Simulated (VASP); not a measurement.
**RbSeN: single point with PBE**

The system is RbSeN.

```
N Se Rb
1.0
     4.44341    0.00000    0.00000
     0.00000    4.44341    0.00000
     0.00000    0.00000    7.28683
N Se Rb
2 2 2
Direct
  0.00000 0.00000 0.00000
  0.50000 0.50000 0.00000
  0.00000 0.50000 0.17980
  0.50000 0.00000 0.82020
  0.00000 0.50000 0.65760
  0.50000 0.00000 0.34240
```

The cell was built by a generator and needn't be a form met in nature.

| Property | Result |
| --- | --- |
| Program | VASP 6.6.1 |
| Task | single point |
| Functional | PBE |
| Potentials or basis | VASP PAW PBE potentials, release 64 (N, Se, Rb_sv) |
| Cutoff | 520 eV |
| k mesh | 4 × 4 × 3 |
| Occupations | fermi-dirac, width 0.1 eV |
| Spin | no spin polarisation |

| Property | Result |
| --- | --- |
| Pressure | -2.3 GPa |
| Largest force | 2.921 eV/Å |
| Band gap on the k mesh | none (metal or under the smearing width) |

Forces on the atoms (eV/Å):
```
N    0.000  0.000  0.000
N    0.000  0.000  0.000
Se   0.000  0.000 -2.921
Se   0.000  0.000  2.921
Rb   0.000  0.000  0.828
Rb   0.000  0.000 -0.828
```

Stress tensor (GPa, compression positive):
```
 0.84  0.00  0.00
 0.00  0.84  0.00
 0.00  0.00 -8.64
```

Levels at points of the mesh, in eV from the Fermi level:
```csv
k point,band 17,band 18,band 19,band 20,band 21,band 22,band 23,band 24
"(0.00, 0.00, 0.00)",-2.44,-2.28,-1.61,-1.25,0.30,0.30,1.03,1.03
"(0.50, 0.00, 0.00)",-3.07,-3.07,0.10,0.10,0.25,0.25,0.47,0.47
"(0.50, 0.50, 0.00)",-1.41,-1.41,-0.46,-0.46,0.33,0.33,1.27,1.27
```

Wall time 34 s on 1 thread of AMD EPYC 9R45 96-Core Processor (Zen 5), with other jobs on the host, peak memory 0.23 GiB.

Caveat: forces of over 1 eV/Å show positions far from the minimum, so gaps and moduli don't describe the material at rest.
